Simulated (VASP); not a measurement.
Here is a VASP 6.6.1 calculation.

The input INCAR:

```
SYSTEM = H4C
  PREC = Accurate
  ENCUT = 400
  EDIFF = 1E-6
  ISMEAR = 0
  SIGMA = 0.005
  LREAL = .False.
  LASPH = .True.
  NELM = 60
  ALGO = Fast
  ISIF = 2
  LWAVE = .False.
  LCHARG = .False.
  GGA = MK
  LUSE_VDW = .True.
  AGGAC = 0.0
  PARAM1 = 0.1234
  PARAM2 = 1.0
  ISYM = 0
```

KPOINTS

```
Automatic mesh
0
Gamma
  1 1 1
  0 0 0
```

Contents of POSCAR:

```
H4C
1.0
   12.2281593986      0.0000000000      0.0000000000
    0.0000000000     12.7281593986      0.0000000000
    0.0000000000      0.0000000000     13.2281593986
C H
1 4
Direct
    0.5031000000      0.5050000000      0.5008000000
    0.5226000000      0.4296000000      0.5363000000
    0.5652000000      0.5632000000      0.5213000000
    0.4228000000      0.5319000000      0.5270000000
    0.5014000000      0.4956000000      0.4185000000
```

Potentials or basis: VASP PAW PBE potentials, release 64 (C, H).

Run with:

```sh
$ cat potpaw_PBE.64/C/POTCAR potpaw_PBE.64/H/POTCAR > POTCAR
$ mpirun -np 4 vasp_gam > vasp.out
```

Question: Predict the largest force.

Answer: 0.105 eV/Å.

Question: What does it give for the gap between the frontier levels?

Answer: 8.67 eV.

Forces in eV/Å, atoms in the order of the input:
```
C   -0.048  0.028 -0.010
H    0.029 -0.091  0.044
H    0.076  0.061  0.027
H   -0.061  0.017  0.024
H    0.004 -0.015 -0.086
```

Caveat: the PAW data sets were made with another functional, which shifts forces and pressure a little.
